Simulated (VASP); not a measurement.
Crystal: As.

```
CELL_PARAMETERS angstrom
1.87975 1.08527 3.48577
-1.87975 1.08527 3.48577
0.00000 -2.17055 3.48577
ATOMIC_POSITIONS crystal
As 0.22754 0.22754 0.22754
As 0.77246 0.77246 0.77246
```

| Item | Value |
| --- | --- |
| Program | VASP 6.6.1 |
| Task | relaxation of cell and atoms |
| Functional | PBE |
| Dispersion | D3(BJ) |
| Potentials or basis | VASP PAW PBE potentials, release 64 (As) |
| Cutoff | 600 eV |
| k mesh | 15 × 15 × 15 |
| Occupations | gaussian, width 0.1 eV |
| Spin | no spin polarisation |

At the start: pressure 0.7 GPa; volume 21.33 Å³/atom.

Question: How do energy, volume and symmetry change on relaxing?

Answer: Over 12 steps the energy falls by 5.9 meV/atom and the volume is 20.91 Å³/atom (-2.0 %); space group R-3m (No. 166, to 0.05 Å).

The path:
| step | energy change (eV) | largest force (eV/Å) | pressure (GPa) | volume (Å³) |
| --- | --- | --- | --- | --- |
| 1 | 0.0000 | 0.2785 | 0.66 | 42.67 |
| 2 | -0.0041 | 0.0104 | -1.10 | 43.21 |
| 3 | -0.0044 | 0.0475 | -0.75 | 43.10 |
| 4 | -0.0079 | 0.0228 | -0.48 | 42.68 |
| 5 | -0.0113 | 0.0196 | 0.10 | 41.90 |
| 6 | -0.0114 | 0.0286 | 0.24 | 41.73 |
| 7 | -0.0118 | 0.0291 | -0.13 | 41.83 |
| 8 | -0.0118 | 0.0290 | -0.07 | 41.81 |
| 9 | -0.0119 | 0.0117 | 0.12 | 41.75 |
| 10 | -0.0119 | 0.0039 | 0.05 | 41.77 |
| 11 | -0.0119 | 0.0051 | 0.05 | 41.78 |
| 12 | -0.0119 | 0.0017 | 0.00 | 41.81 |

Final structure:
```
As
1.0
     1.89436    1.09371    3.36354
    -1.89436    1.09371    3.36354
     0.00000   -2.18742    3.36354
As
2
Direct
  0.23067 0.23067 0.23067
  0.76933 0.76933 0.76933
```

Caveat: pairwise dispersion overbinds metals, which lowers pressure and volume.
